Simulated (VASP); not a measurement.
Input:

```
Ni3Sb
1.0
    0.00000     2.92122     2.92122
    2.92122     0.00000     2.92122
    2.92122     2.92122     0.00000
Ni Sb
3 1
Direct
  0.50000   0.50000   0.50000
  0.25000   0.25000   0.25000
  0.75000   0.75000   0.75000
  0.00000   0.00000   0.00000
```

Computed with PBEsol GGA with spin-orbit coupling, VASP's PBE PAW potentials (set 64) (plane waves; VASP). Settings: 400 eV cut-off, 8×8×8 Γ-centred mesh, Gaussian smearing of 0.050 eV, potentials Ni Sb.

### Question
What does the run give for the energy per atom (σ→0), band gap (over mesh and band path) with the smallest direct gap where there is one?

### Answer

| Item | Value |
|---|---|
| band gap (over mesh and band path) | none (metal, semimetal or under 0.01 eV) |
| energy per atom (σ→0) | -5.916 eV/atom |

The structure comes from a computed database's Ni3Sb entry (Fm-3m); how it stands against other phases isn't given here. It was relaxed first.
